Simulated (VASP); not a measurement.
Runs of VASP 6.6.1 on MoS2. Symmetry: P6_3/mmc, No. 194, hexagonal system. The conventional cell has a = 3.161 Å, b = 3.161 Å, c = 12.910 Å, α = 90.00°, β = 90.00°, γ = 120.00°. Around Mo (site symmetry -6m2) lie 6 S at 2.40 Å. S (site symmetry 3m) is surrounded by 3 Mo at 2.40 Å. The cell was built by a generator and needn't be a form met in nature.

| level | potentials or basis | gap on the mesh (eV) | pressure (GPa) | largest force (eV/Å) |
| --- | --- | --- | --- | --- |
| SCAN | VASP PAW PBE potentials, release 64 (Mo_sv, S) | 1.36 | 0.0 | 0.16 |
| LDA | VASP PAW LDA potentials, release 64 (Mo_sv, S) | 1.17 | -4.9 | 0.39 |
| PBEsol | VASP PAW PBE potentials, release 64 (Mo_sv, S) | 1.21 | -2.4 | 0.23 |
| vdW-DF2 | VASP PAW PBE potentials, release 64 (Mo_sv, S) | 1.20 | 12.0 | (a) |
| optB86b-vdW | VASP PAW PBE potentials, release 64 (Mo_sv, S) | 1.21 | 0.5 | 0.17 |
| PBE+D4 | VASP PAW PBE potentials, release 64 (Mo_sv, S) | (b) | -1.2 | (c) |

Alike in all rows: task single point; no spin polarisation; cell as given; k mesh 8 × 8 × 2; cutoff (eV) 520; smearing fermi-dirac 0.05 eV.

**Question.** Estimate the missing entries.

**Answer.** (a) 1.04; (b) 1.24; (c) 0.02.

Caveats: the PAW data sets were made with another functional, which shifts forces and pressure a little (some runs); this functional lacks dispersion, which binds the layers, so the pressure and a relaxed spacing across them are unreliable (some runs).

A k mesh can miss the band edges, and the runs leave out spin-orbit coupling on Mo.

Not every run made on this cell is shown here.
